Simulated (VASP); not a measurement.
All values below come from vdW-DF2, VASP's PBE PAW potentials (set 64) (plane waves; VASP 6.6.1).

The input files of a VASP run:

### POSCAR
```
TiCo
1
    2.9900000000     0.0000000000     0.0000000000
    0.0000000000     2.9900000000     0.0000000000
    0.0000000000     0.0000000000     2.9900000000
Ti Co
1 1
Direct
  0.0000000000   0.0000000000   0.0000000000
  0.5000000000   0.5000000000   0.5000000000
```

File KPOINTS:
```
Automatic mesh
0
Gamma
11 11 11
0 0 0
```

**INCAR**
```
! general
SYSTEM    =  TiCo
PREC      =  Accurate
ENCUT     =  520   ! plane-wave cut-off (eV)
LREAL     =  F
LASPH     =  T

! electronic loop
EDIFF     =  1E-6
NELM      =  100   ! most electronic steps
ALGO      =  Normal   ! blocked Davidson
LMAXMIX   =  4   ! l cut-off of mixed one-centre charges

! smearing
ISMEAR    =  1
SIGMA     =  0.1   ! width (eV)

! functional
GGA       =  ML
LUSE_VDW  =  T
AGGAC     =  0.0
ZAB_VDW   =  -1.8867

! ions
IBRION    =  2   ! conjugate gradients
NSW       =  60   ! most ionic steps
ISIF      =  3   ! ions, shape and volume
EDIFFG    =  -0.01   ! ionic stop

! output
LWAVE     =  F
LCHARG    =  F
```

POTCAR, in this order: Ti_sv Co (PBE.64 set). Program: vasp_std.

Energy and stress use the plane-wave basis of the starting cell.

Task: Estimate the energy per atom (σ→0), volume per atom, band gap (on the k-mesh).

Result: 
```yaml
energy per atom (σ→0): -4.434 eV/atom
band gap (on the k-mesh): none (metal, semimetal or under 0.01 eV)
volume_per_atom: 13.78 Å³/atom
```

OSZICAR:
```
...
DAV:   4    -0.886371197553E+01    0.15690E-01   -0.14056E-01  2240   0.328E+00    0.419E-01
DAV:   5    -0.886616057173E+01   -0.24486E-02   -0.12739E-02  1974   0.884E-01    0.442E-01
DAV:   6    -0.886785292187E+01   -0.16924E-02   -0.65407E-03  2586   0.650E-01    0.130E-01
DAV:   7    -0.886858617829E+01   -0.73326E-03   -0.16159E-03  1952   0.275E-01    0.332E-02
DAV:   8    -0.886860588328E+01   -0.19705E-04   -0.30650E-04  2188   0.119E-01    0.316E-02
DAV:   9    -0.886860909246E+01   -0.32092E-05   -0.35395E-05  1634   0.601E-02    0.148E-02
DAV:  10    -0.886860887267E+01    0.21980E-06   -0.58162E-06  1860   0.180E-02
   3 F= -.88686089E+01 E0= -.88687951E+01  d E =-.128480E-01
```

The compound is TiCo in the CsCl type structure. This run relaxes it. Symmetry was kept, so distortions that lower it aren't found. The run is not spin-polarised, so no magnetic state was tried. The electron count is odd and the run is not spin-polarised, which forces a metal.
